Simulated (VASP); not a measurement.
Consider the following.

```
Ba
1.0
   -2.51317     2.51317     2.51317
    2.51317    -2.51317     2.51317
    2.51317     2.51317    -2.51317
Ba
1
Direct
  0.00000   0.00000   0.00000
```

Calculation: PBE GGA, VASP's PBE PAW potentials (set 64) (plane waves; VASP). Numerical set-up: 500 eV cut-off, 10×10×10 Γ-centred mesh, first-order Methfessel-Paxton smearing of 0.10 eV, potentials Ba_sv.

Unless said otherwise, spin-orbit coupling is left out, though it shifts the bands of the heavy elements here.

Q: Estimate the energy per atom (σ→0), band gap (on the k-mesh) with the smallest direct gap where there is one.

A: 
```json
{
  "band gap (on the k-mesh)": "none (metal, semimetal or under 0.01 eV)",
  "energy per atom (σ→0)": "-1.906 eV/atom"
}
```

Total energies compare only between runs with the same potentials, cut-off and functional.

The compound is Ba in the bcc structure. It was relaxed first.
